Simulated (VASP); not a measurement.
These are PBE GGA, VASP's PBE PAW potentials (set 64) (plane waves; VASP 6.6.1) values and carry that method's errors.

VASP ran on this input.

INCAR:
```
SYSTEM = ZnO
PREC = Accurate
ENCUT = 520
EDIFF = 1E-7
NELM = 100
ALGO = Normal
LREAL = .FALSE.
LASPH = .TRUE.
ISMEAR = 0
SIGMA = 0.05
GGA = PE
LMAXMIX = 4
LWAVE = .FALSE.
LCHARG = .FALSE.
LORBIT = 11
ICHARG = 11
```

### POSCAR
```
ZnO
1
    1.6430867183    -2.8459101297     0.0000000000
    1.6430867183     2.8459101297     0.0000000000
    0.0000000000     0.0000000000     5.3069657218
Zn O
2 2
Direct
  0.6666670000   0.3333330000   0.5014449356
  0.3333330000   0.6666670000   0.0014449356
  0.6666670000   0.3333330000   0.8805550644
  0.3333330000   0.6666670000   0.3805550644
```

**KPOINTS**
```
k-points along high-symmetry lines
10
Line-mode
Reciprocal
  0.000000   0.000000   0.000000 ! GAMMA
 -0.000000   0.500000   0.000000 ! M

 -0.000000   0.500000   0.000000 ! M
 -0.333333   0.666667   0.000000 ! K

 -0.333333   0.666667   0.000000 ! K
  0.000000   0.000000   0.000000 ! GAMMA

  0.000000   0.000000   0.000000 ! GAMMA
  0.000000   0.000000   0.500000 ! A

  0.000000   0.000000   0.500000 ! A
 -0.000000   0.500000   0.500000 ! L

 -0.000000   0.500000   0.500000 ! L
 -0.333333   0.666667   0.500000 ! H

 -0.333333   0.666667   0.500000 ! H
  0.000000   0.000000   0.500000 ! A

 -0.000000   0.500000   0.500000 ! L
 -0.000000   0.500000   0.000000 ! M

 -0.333333   0.666667   0.500000 ! H
 -0.333333   0.666667   0.000000 ! K
```

POTCAR, in this order: Zn O (PBE.64 set). Program: vasp_std. Read from the step before: CHGCAR.

Output of the run:

OSZICAR:
```
       N       E                     dE             d eps       ncg     rms          rms(c)
DAV:   1     0.275638283426E+03    0.27564E+03   -0.18905E+04  3976   0.237E+03
DAV:   2     0.975000883545E+01   -0.26589E+03   -0.25630E+03  4254   0.441E+02
DAV:   3    -0.167967629559E+02   -0.26547E+02   -0.26221E+02  4668   0.142E+02
DAV:   4    -0.172987745775E+02   -0.50201E+00   -0.50141E+00  4458   0.207E+01
DAV:   5    -0.173028171024E+02   -0.40425E-02   -0.40420E-02  4566   0.165E+00
DAV:   6    -0.173028712100E+02   -0.54108E-04   -0.54107E-04  4416   0.158E-01
DAV:   7    -0.173028722743E+02   -0.10644E-05   -0.10643E-05  4542   0.188E-02
DAV:   8    -0.173028722992E+02   -0.24855E-07   -0.24821E-07  3794   0.243E-03
   1 F= -.17302872E+02 E0= -.17302872E+02  d E =-.623248E-16
```

**OUTCAR**
```
 val. band max:        0.8381711721   @ k =   0.0000   0.0000   0.0000

 cond. band min:       1.5553811982   @ k =   0.0000   0.0000   0.0000



 k-point     1 :       0.0000    0.0000    0.0000
  band No.  band energies     occupation
      1     -16.9298      2.00000
      2     -16.2729      2.00000
      3      -4.6709      2.00000
      4      -4.6709      2.00000
      5      -4.6316      2.00000
      6      -4.4974      2.00000
      7      -4.4912      2.00000
      8      -4.4912      2.00000
      9      -3.6070      2.00000
     10      -3.6070      2.00000
     11      -3.4164      2.00000
     12      -3.4164      2.00000
     13      -3.1513      2.00000
     14       0.0942      2.00000
     15       0.0942      2.00000
     16       0.7603      2.00000
     17       0.8382      2.00000
     18       0.8382      2.00000
     19       1.5554      0.00000
     20       5.9070      0.00000
     21       8.8825      0.00000
     22      13.5362      0.00000

 k-point     2 :       0.0000    0.0556    0.0000
  band No.  band energies     occupation
      1     -16.9140      2.00000
      2     -16.2658      2.00000
      3      -4.6896      2.00000
      4      -4.6614      2.00000
      5      -4.6194      2.00000
      6      -4.4961      2.00000
      7      -4.4780      2.00000
      8      -4.4717      2.00000
      9      -3.6136      2.00000
     10      -3.6081      2.00000
     11      -3.4150      2.00000
     12      -3.4022      2.00000
     13      -3.1549      2.00000
     14      -0.0188      2.00000
     15       0.0541      2.00000
     16       0.5607      2.00000
     17       0.7422      2.00000
     18       0.8170      2.00000
     19       1.8693      0.00000
     20       6.0379      0.00000
     21       8.8837      0.00000
     22      13.1716      0.00000

 k-point     3 :       0.0000    0.1111    0.0000
  band No.  band energies     occupation
      1     -16.8677      2.00000
      2     -16.2453      2.00000
...
```

The density is held fixed in this step, so its total energy and stress have no physical meaning.

The compound is ZnO in the wurtzite structure. It was relaxed first.
